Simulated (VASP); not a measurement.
Input:

```
CELL_PARAMETERS angstrom
      0.00000     2.73360     2.73360
      2.73360     0.00000     2.73360
      2.73360     2.73360     0.00000
ATOMIC_POSITIONS crystal
  Co 0.00000 0.00000 0.00000
  Si 0.25000 0.25000 0.25000
  Si 0.75000 0.75000 0.75000
```

All values below come from PBE GGA, VASP's PBE PAW potentials (set 64) (plane waves; VASP). Settings: 400 eV cut-off, 9×9×9 Γ-centred mesh, first-order Methfessel-Paxton smearing of 0.10 eV, potentials Co Si.

Task: Give the stress tensor in GPa (positive for a compressed cell).

Result: 
```
-9.51   0.00   0.00
 0.00  -9.51   0.00
 0.00   0.00  -9.51
```
The pressure is its mean diagonal, -9.51 GPa.

The compound is CoSi2 in the fluorite structure. The cell was not relaxed at this level. The run is not spin-polarised, so no magnetic state was tried. The electron count is odd and the run is not spin-polarised, which forces a metal.
